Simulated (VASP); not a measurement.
A run of VASP 6.6.1:

Contents of POSCAR:

```
YSi2
1.0
    4.0754858600      0.0000000000      0.0000000000
   -2.0377429300      3.5294742900      0.0000000000
    0.0000000000      0.0000000000      3.9901327200
Y Si
1 2
Direct
    0.0000000000      0.0000000000      0.0000000000
    0.3333333300      0.6666666700      0.5000000000
    0.6666666700      0.3333333300      0.5000000000
```

File INCAR.step1:

```
SYSTEM = YSi2
PREC = Accurate
ENCUT = 580
EDIFF = 1E-8
ISMEAR = 0
SIGMA = 0.1
LREAL = .FALSE.
LASPH = .TRUE.
NELM = 60
ALGO = Normal
ISIF = 3
LWAVE = .FALSE.
LCHARG = .FALSE.
IBRION = 2
NSW = 40
EDIFFG = -0.002
```

The input INCAR.step2:

```
SYSTEM = YSi2
PREC = Accurate
ENCUT = 580
EDIFF = 1E-8
ISMEAR = 0
SIGMA = 0.1
LREAL = .FALSE.
LASPH = .TRUE.
NELM = 60
ALGO = Normal
ISIF = 3
LWAVE = .FALSE.
LCHARG = .FALSE.
IBRION = 6
NFREE = 2
POTIM = 0.015
NSW = 1
```

KPOINTS

```
regular mesh
0
G
  12 12 10
  0 0 0
```

Potentials or basis: VASP PAW LDA potentials, release 64 (Y_sv, Si).

The run is started by

```bash
$ cat potpaw_LDA.64/Y_sv/POTCAR potpaw_LDA.64/Si/POTCAR > POTCAR
$ cp INCAR.step1 INCAR
$ mpirun -np 1 vasp_std > vasp.out
$ cp CONTCAR POSCAR
$ cp INCAR.step2 INCAR
$ mpirun -np 1 vasp_std > vasp.out
```

Hardware: 1 thread of Intel(R) Xeon(R) 6975P-C (Granite Rapids) (shared host).

Q: Estimate the wall time of this run.

A: It took 19 min on 1 thread of Intel(R) Xeon(R) 6975P-C (Granite Rapids) (shared host), peak memory 0.78 GiB. Counts: scf iterations 213, k points 114, ion steps 6.
